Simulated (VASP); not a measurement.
Output of a VASP run:

**OUTCAR**
```
 ion  position               nearest neighbor table
   1  0.000  0.000  0.000-
  LATTYP: Found a body centered cubic cell.
 ALAT       =     3.2230127210
 Subroutine PRICEL returns:
 Original cell was already a primitive cell.
 Subroutine GETGRP returns: Found 48 space group operations
The static configuration has the point symmetry O_h .
The dynamic configuration has the point symmetry O_h .
 Subroutine INISYM returns: Found 48 space group operations
 Subroutine IBZKPT returns following result:
 Found    145 irreducible k-points:

 Following reciprocal coordinates:
            Coordinates               Weight
  0.000000  0.000000  0.000000      1.000000
  0.062500  0.000000  0.000000     12.000000
  0.125000  0.000000  0.000000     12.000000
  0.187500  0.000000  0.000000     12.000000
  0.250000  0.000000  0.000000     12.000000
  0.312500  0.000000  0.000000     12.000000
  0.375000  0.000000  0.000000     12.000000
  0.437500  0.000000  0.000000     12.000000
  0.500000  0.000000  0.000000      6.000000
  0.062500  0.062500  0.000000     24.000000
  0.125000  0.062500  0.000000     48.000000
  0.187500  0.062500  0.000000     48.000000
  0.250000  0.062500  0.000000     48.000000
  0.312500  0.062500  0.000000     48.000000
  0.375000  0.062500 -0.000000     48.000000
  0.437500  0.062500 -0.000000     48.000000
  0.125000  0.125000  0.000000     24.000000
  0.187500  0.125000  0.000000     48.000000
  0.250000  0.125000  0.000000     48.000000
  0.312500  0.125000  0.000000     48.000000
  0.375000  0.125000  0.000000     48.000000
  0.437500  0.125000  0.000000     24.000000
  0.187500  0.187500  0.000000     24.000000
  0.250000  0.187500  0.000000     48.000000
  0.312500  0.187500  0.000000     48.000000
  0.375000  0.187500  0.000000     48.000000
  0.250000  0.250000  0.000000     24.000000
  0.312500  0.250000  0.000000     48.000000
  0.375000  0.250000  0.000000     24.000000
  0.312500  0.312500  0.000000     24.000000
  0.062500  0.062500  0.062500      8.000000
  0.125000  0.062500  0.062500     24.000000
  0.187500  0.062500  0.062500     24.000000
  0.250000  0.062500  0.062500     24.000000
  0.312500  0.062500  0.062500     24.000000
  0.375000  0.062500  0.062500     24.000000
  0.437500  0.062500  0.062500     12.000000
 -0.062500  0.062500  0.062500      6.000000
  0.125000  0.125000  0.062500     24.000000
  0.187500  0.125000  0.062500     48.000000
   k-points           NKPTS =    145   k-points in BZ     NKDIM =    145   number of bands    NBANDS=     10
   number of dos      NEDOS =    301   number of ions     NIONS =      1
   total plane-waves  NPLWV =  13824
   dimension x,y,z NGX =    24 NGY =   24 NGZ =   24
   dimension x,y,z NGXF=    48 NGYF=   48 NGZF=   48
   ions per type =               1
   PREC   = accura    normal or accurate (medium, high low for compatibility)
   ISTART =      0    job   : 0-new  1-cont  2-samecut
   ICHARG =      2    charge: 1-file 2-atom 10-const
   ISPIN  =      1    spin polarized calculation?
   LNONCOLLINEAR =      F non collinear calculations
   LSORBIT =      F    spin-orbit coupling
   INIWAV =      1    electr: 0-lowe 1-rand  2-diag
   ENCUT  =  520.0 eV  38.22 Ry    6.18 a.u.   5.19  5.19  5.19*2*pi/ulx,y,z
   NELM   =    100;   NELMIN=  2; NELMDL= -5     # of ELM steps
   EDIFF  = 0.1E-06   stopping-criterion for ELM
   LREAL  =      F    real-space projection
   NLSPLINE    = F    spline interpolate recip. space projectors
   LMAXMIX     =    4 max onsite mixed and CHGCAR
   VOSKOWN=      0    Vosko Wilk Nusair interpolation
   EDIFFG = 0.1E-05   stopping-criterion for IOM
   NSW    =      0    number of steps for IOM
   NBLOCK =      1;   KBLOCK =      1    inner block; outer block
   IBRION =     -1    ionic relax: 0-MD 1-quasi-New 2-CG
   NFREE  =      0    steps in history (QN), initial steepest desc. (CG)
...
```

File OSZICAR:
```
       N       E                     dE             d eps       ncg     rms          rms(c)
DAV:   1     0.119623426542E+03    0.11962E+03   -0.75614E+03  2900   0.131E+03
DAV:   2    -0.514041518543E+01   -0.12476E+03   -0.12165E+03  3124   0.456E+02
DAV:   3    -0.102544965837E+02   -0.51141E+01   -0.48970E+01  4322   0.794E+01
DAV:   4    -0.104936882315E+02   -0.23919E+00   -0.23754E+00  3988   0.158E+01
DAV:   5    -0.105070796020E+02   -0.13391E-01   -0.13388E-01  4406   0.284E+00    0.795E+00
DAV:   6    -0.101852950744E+02    0.32178E+00   -0.65101E-01  4506   0.111E+01    0.291E+00
DAV:   7    -0.101506340832E+02    0.34661E-01   -0.21535E-01  4536   0.640E+00    0.954E-01
DAV:   8    -0.101569770989E+02   -0.63430E-02   -0.14087E-02  3418   0.189E+00    0.512E-02
DAV:   9    -0.101570512123E+02   -0.74113E-04   -0.12232E-03  4876   0.293E-01    0.558E-02
DAV:  10    -0.101570711292E+02   -0.19917E-04   -0.28212E-05  3758   0.824E-02    0.258E-02
DAV:  11    -0.101570620292E+02    0.91000E-05   -0.10040E-05  3200   0.673E-02    0.530E-03
DAV:  12    -0.101570617484E+02    0.28082E-06   -0.28186E-07  3456   0.678E-03    0.276E-03
DAV:  13    -0.101570615218E+02    0.22661E-06   -0.67293E-08  1752   0.466E-03    0.623E-04
DAV:  14    -0.101570615118E+02    0.99301E-08   -0.12547E-08  1678   0.192E-03
   1 F= -.10515507E+02 E0= -.10515618E+02  d E =0.334025E-03
```

### OUTCAR
```
------------------------ aborting loop because EDIFF is reached ----------------------------------------
  Edisp (eV):   -0.35845
  FORCE on cell =-STRESS in cart. coord.  units (eV):
  Direction    XX          YY          ZZ          XY          YZ          ZX
  --------------------------------------------------------------------------------------
  Total       1.24969     1.24969     1.24969     0.00000    -0.00000     0.00000
  in kB     119.60697   119.60697   119.60697     0.00000    -0.00000     0.00000
  external pressure =      119.61 kB  Pullay stress =        0.00 kB
  volume of cell :       16.74
      direct lattice vectors                 reciprocal lattice vectors
    -1.611506360  1.611506360  1.611506360     0.000000000  0.310268710  0.310268710
     1.611506360 -1.611506360  1.611506360     0.310268710  0.000000000  0.310268710
     1.611506360  1.611506360 -1.611506360     0.310268710  0.310268710  0.000000000
 POSITION                                       TOTAL-FORCE (eV/Angst)
 -----------------------------------------------------------------------------------
      0.00000      0.00000      0.00000         0.000000     -0.000000      0.000000
 -----------------------------------------------------------------------------------
    total drift:                               -0.000000      0.000000      0.000000
  FREE ENERGIE OF THE ION-ELECTRON SYSTEM (eV)
  ---------------------------------------------------
  free  energy   TOTEN  =       -10.5155069879 eV

  energy  without entropy=      -10.5158410124  energy(sigma->0) =      -10.51561833
```
(Selected blocks of OUTCAR.)

**POSCAR**
```
Nb
1
   -1.6115063605     1.6115063605     1.6115063605
    1.6115063605    -1.6115063605     1.6115063605
    1.6115063605     1.6115063605    -1.6115063605
Nb
1
Direct
  0.0000000000   0.0000000000   0.0000000000
```

**Question.** Write an INCAR and KPOINTS that could have produced this output.

**Answer.** One answer among several that fit: the input of the run itself, PBE GGA with D4 dispersion, plane waves, VASP's PBE PAW potentials (set 64).

KPOINTS:
```
Regular mesh
0
G
 16 16 16
0 0 0
```

INCAR:
```
NELM = 100   # most electronic steps
PREC = Accurate
LWAVE = .False.
ALGO = Normal   # blocked Davidson
LCHARG = .False.
ISMEAR = 1
EDIFF = 1E-7
ISIF = 2
LMAXMIX = 4
ENCUT = 520   # plane-wave cut-off (eV)
SYSTEM = Nb
LASPH = .True.   # aspherical one-centre terms
LREAL = .False.   # projection in real space or not
SIGMA = 0.1   # width (eV)
GGA = PE
IVDW = 13   # D4
```

POTCAR, in this order: Nb_sv (PBE.64 set). Program: vasp_std.

The compound is Nb in the bcc structure. This cell is one point of a volume scan, at 0.94 of the reference volume.
